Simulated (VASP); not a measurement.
Computed with PBEsol GGA, VASP's PBE PAW potentials (set 64) (plane waves; VASP 6.6.1).

VASP ran on this input.

**KPOINTS**
```
Automatic mesh
0
Gamma
5 5 8
0 0 0
```

INCAR:
```
SYSTEM = SiO2
PREC = Accurate
ENCUT = 620
EDIFF = 1E-6
NELM = 100
ALGO = Normal
LREAL = .FALSE.
LASPH = .TRUE.
ISMEAR = 0
SIGMA = 0.05
GGA = PS
LWAVE = .FALSE.
LCHARG = .FALSE.
IBRION = 2
ISIF = 3
NSW = 40
EDIFFG = -0.02
```

### POSCAR
```
SiO2
1.0
  4.1938007887   0.0000000000   0.0000000000
  0.0000000000   4.1938007887   0.0000000000
  0.0000000000   0.0000000000   2.6842475418
Si O
2 4
direct
  0.0000000000   0.0000000000   0.0000000000
  0.5000000000   0.5000000000   0.5000000000
  0.3059490038   0.3059490038   1.0000000000
  0.8059490038   0.1940509962   0.5000000000
  0.1940509962   0.8059490038   0.5000000000
  0.6940509962   0.6940509962   0.0000000000
```

POTCAR, in this order: Si O (PBE.64 set). Program: vasp_std.

Q: What will the output report for the number of irreducible k-points (NKPTS), largest plane-wave count, number of space-group operations, FFT grid (NGX, NGY, NGZ)?

A: 
```yaml
number of irreducible k-points (NKPTS): 30
largest_plane_wave_count: 1675
number_of_space_group_operations: 16
FFT grid (NGX, NGY, NGZ): 36 × 36 × 24
```

The compound is SiO2 in the rutile structure, stishovite, a high-pressure form. This run relaxes it. Symmetry was kept, so distortions that lower it aren't found.
